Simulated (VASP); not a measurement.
An input for Ansatz (written as the equivalent of a VASP run, and not itself run):

Ansatz 0.2 input:
```yaml
crystal:
  lattice:
    - [0.0000000, 2.0859050, 2.0859050]
    - [2.0859050, 0.0000000, 2.0859050]
    - [2.0859050, 2.0859050, 0.0000000]
  atoms:
    - { symbol: Ta, position: [0.0000000, 0.0000000, 0.0000000] }
kpoints:
  mp_grid: { grid: [14, 14, 14] }
hamiltonian:
  xc: r2scan
  pseudopotentials: { kind: paw }
scf:
  occupations: { method: methfessel_paxton, width: 0.1 }
  max_iter: 100
relax:
  max_steps: 60
  f_tol: 0.01
  cell: {}
output: { forces: true, stress: true, eigenvalues: true }
```

### Question
Write the VASP files for the same calculation (r2SCAN).

### Answer
Several could match; the one computed here: 
File POSCAR:
```
Ta
1
    0.0000000000     2.0859050000     2.0859050000
    2.0859050000     0.0000000000     2.0859050000
    2.0859050000     2.0859050000     0.0000000000
Ta
1
Direct
  0.0000000000   0.0000000000   0.0000000000
```

### INCAR
```
# general
SYSTEM   =  Ta
PREC     =  Accurate
ENCUT    =  400
LREAL    =  .FALSE.
LASPH    =  .TRUE.

# electronic loop
EDIFF    =  1E-6
NELM     =  100
ALGO     =  Normal
LMAXMIX  =  6
LMIXTAU  =  .TRUE.

# smearing
ISMEAR   =  1
SIGMA    =  0.1

# functional
METAGGA  =  R2SCAN

# ions
IBRION   =  2
NSW      =  60
ISIF     =  3
EDIFFG   =  -0.01

# output
LWAVE    =  .FALSE.
LCHARG   =  .FALSE.
```

File KPOINTS:
```
K-points
0
Gamma
 14 14 14
```

POTCAR, in this order: Ta_pv (PBE.64 set). Program: vasp_std.

Limits of the translation: each code has its own PAW files, so the cut-off isn't converted (ENCUT is set for VASP's; basis.ecutwfc is left out, and Ansatz then takes the one that its files recommend); Ansatz stops its SCF on the density residual and VASP on the energy change (EDIFF).

The structure comes from a computed database's Ta entry (Fm-3m); how it stands against other phases isn't given here. This run relaxes it. Symmetry was kept, so distortions that lower it aren't found.
